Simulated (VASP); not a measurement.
Data:

```
TiB2
1.0
    1.51500    -2.62406     0.00000
    1.51500     2.62406     0.00000
    0.00000     0.00000     3.23000
Ti B
1 2
Direct
  0.03008   0.04913   0.00000
  0.33333   0.66667   0.50000
  0.66667   0.33333   0.50000
```

The numbers are results of PBE GGA, VASP's PBE PAW potentials (set 64) (plane waves; VASP), not measurements. Run with 520 eV cut-off, 9×9×7 Γ-centred mesh, first-order Methfessel-Paxton smearing of 0.10 eV, potentials Ti_sv B.

Question: The ions are relaxed. What does this cell relax into?

Answer: 
```
TiB2
1.0
    1.51500    -2.62406     0.00000
    1.51500     2.62406     0.00000
    0.00000     0.00000     3.23000
Ti B
1 2
Cartesian
  0.03978   0.01657   0.00000
  1.55510   0.89144   1.61500
  1.55512  -0.85801   1.61500
```
Space group P6/mmm (191), at a tolerance of 0.03 Å.

Question: How much energy does the relaxation gain?

Answer: The energy (σ→0) changes by -40.1 meV/atom, in 5 ionic steps.

The compound is TiB2 in the AlB2 type structure. In the starting cell atoms are displaced from their ideal sites. This run relaxes the ions in a fixed cell. Symmetry was kept, so distortions that lower it aren't found.
